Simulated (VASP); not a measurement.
Output of a VASP run:

### OSZICAR
```
       N       E                     dE             d eps       ncg     rms          rms(c)
DAV:   1     0.522456727476E+02    0.52246E+02   -0.82213E+03  1160   0.122E+03
DAV:   2    -0.308728173669E+02   -0.83118E+02   -0.76674E+02  1640   0.234E+02
DAV:   3    -0.345241565199E+02   -0.36513E+01   -0.36245E+01  1468   0.493E+01
DAV:   4    -0.345710341361E+02   -0.46878E-01   -0.46827E-01  1460   0.630E+00
DAV:   5    -0.345720764101E+02   -0.10423E-02   -0.10418E-02  1408   0.920E-01    0.892E+00
DAV:   6    -0.326942334652E+02    0.18778E+01   -0.20097E+00  1340   0.966E+00    0.513E+00
DAV:   7    -0.321118637896E+02    0.58237E+00   -0.22212E+00  1352   0.103E+01    0.136E+00
DAV:   8    -0.321180964543E+02   -0.62327E-02   -0.68094E-02  1344   0.183E+00    0.157E-01
DAV:   9    -0.321174230258E+02    0.67343E-03   -0.23549E-03  1452   0.376E-01    0.693E-02
DAV:  10    -0.321174823440E+02   -0.59318E-04   -0.21102E-04  1408   0.124E-01    0.388E-02
DAV:  11    -0.321174800061E+02    0.23379E-05   -0.66469E-06  1444   0.225E-02    0.134E-03
DAV:  12    -0.321174799852E+02    0.20828E-07   -0.12014E-07  1180   0.358E-03
   1 F= -.32117480E+02 E0= -.32117480E+02  d E =0.000000E+00
```

File OUTCAR:
```
------------------------ aborting loop because EDIFF is reached ----------------------------------------
  FORCE on cell =-STRESS in cart. coord.  units (eV):
  Direction    XX          YY          ZZ          XY          YZ          ZX
  --------------------------------------------------------------------------------------
  Total       -0.0135524     -0.0135524     -0.0375838      0.0000000     -0.0000000      0.0000000
  in kB       -0.6147932     -0.6147929     -1.7049528      0.0000000     -0.0000000      0.0000000
  external PRESSURE =      -0.9781797 kB  Pullay stress =       0.0000000 kB
  volume of cell :       35.32
      direct lattice vectors                 reciprocal lattice vectors
     1.233177824 -2.135926149  0.000000000     0.405456529 -0.234090491  0.000000000
     1.233177824  2.135926149  0.000000000     0.405456529  0.234090491  0.000000000
     0.000000000  0.000000000  6.704360796     0.000000000  0.000000000  0.149156650
 POSITION                                       TOTAL-FORCE (eV/Angst)
 -----------------------------------------------------------------------------------
      0.00000      0.00000      1.67609         0.000000     -0.000000     -0.000000
      0.00000      0.00000      5.02827         0.000000      0.000000     -0.000000
      1.23318      0.71198      1.67609        -0.000000      0.000000     -0.000000
      1.23318     -0.71198      5.02827         0.000000     -0.000000      0.000000
 -----------------------------------------------------------------------------------
    total drift:                                0.000000     -0.000000      0.000000
  FREE ENERGIE OF THE ION-ELECTRON SYSTEM (eV)
  ---------------------------------------------------
  free  energy   TOTEN  =       -32.1174799852 eV

  energy  without entropy=      -32.1174799852  energy(sigma->0) =      -32.11747999

 total charge

# of ion       s       p       d       tot
------------------------------------------
    1        0.859   1.790   0.000   2.649
    2        0.859   1.790   0.000   2.649
    3        0.858   1.794   0.000   2.652
    4        0.858   1.794   0.000   2.652
--------------------------------------------------
tot          3.434   7.168   0.000  10.602

 Electric field gradients after diagonalization (V/A^2)
 (convention: |V_zz| > |V_xx| > |V_yy|)
----------------------------------------------------------------------
 ion       V_xx      V_yy      V_zz     asymmetry (V_yy - V_xx)/ V_zz
----------------------------------------------------------------------
   1     -16.877   -16.875    33.752       0.000
   2     -16.877   -16.875    33.752       0.000
   3     -15.868   -15.866    31.734       0.000
   4     -15.868   -15.866    31.734       0.000
```
(Selected blocks of OUTCAR.)

### POSCAR
```
C
1
    1.2331778240    -2.1359261492     0.0000000000
    1.2331778240     2.1359261492     0.0000000000
    0.0000000000     0.0000000000     6.7043607959
C
4
Direct
  0.0000000000   0.0000000000   0.2500000000
  0.0000000000   0.0000000000   0.7500000000
  0.3333330000   0.6666670000   0.2500000000
  0.6666670000   0.3333330000   0.7500000000
```

Q: Reconstruct the remaining input files.

A: Several could match; the one computed here: the input of the run itself, optB88-vdW, plane waves, VASP's PBE PAW potentials (set 64).

File KPOINTS:
```
kpoints
0
G
  11 11 4
```

INCAR:
```
# general
SYSTEM    =  C
PREC      =  Accurate
ENCUT     =  520   # plane-wave cut-off (eV)
LREAL     =  .FALSE.
LASPH     =  .TRUE.   # aspherical one-centre terms

# electronic loop
EDIFF     =  1E-7   # SCF stop (eV)
NELM      =  100   # most electronic steps
ALGO      =  Normal

# smearing
ISMEAR    =  -5   # tetrahedra, Bloechl

# functional
GGA       =  BO
LUSE_VDW  =  .TRUE.
AGGAC     =  0.0
PARAM1    =  0.1833333333
PARAM2    =  0.22

# ions
ISIF      =  2   # forces and stress, cell fixed

# output
LWAVE     =  .FALSE.
LCHARG    =  .TRUE.
LORBIT    =  11   # lm-projected
NEDOS     =  601   # DOS grid

# other
LEFG      =  .TRUE.
```

POTCAR, in this order: C (PBE.64 set). Program: vasp_std.

The compound is C in the graphite structure. It was relaxed first.
